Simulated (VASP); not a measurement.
Given:

```
ZrN
1.0
    0.00000     2.28238     2.28238
    2.28238     0.00000     2.28238
    2.28238     2.28238     0.00000
Zr N
1 1
Cartesian
  0.00000   0.00000   0.00000
  2.28238   2.28238   2.28238
```

All values below come from vdW-DF-cx, VASP's PBE PAW potentials (set 64) (plane waves; VASP). Run with 520 eV cut-off, 14×14×14 Γ-centred mesh, first-order Methfessel-Paxton smearing of 0.10 eV, potentials Zr_sv N.

Question: What does the run give for the energy per atom (σ→0), band gap (on the k-mesh) with the smallest direct gap where there is one?

Answer: 
```yaml
band gap (on the k-mesh): none (metal, semimetal or under 0.01 eV)
energy per atom (σ→0): -8.535 eV/atom
```

Only differences to runs with the same potentials and settings are physical.

The compound is ZrN in the rock salt structure. It was relaxed first. The electron count is odd and the run is not spin-polarised, which forces a metal.
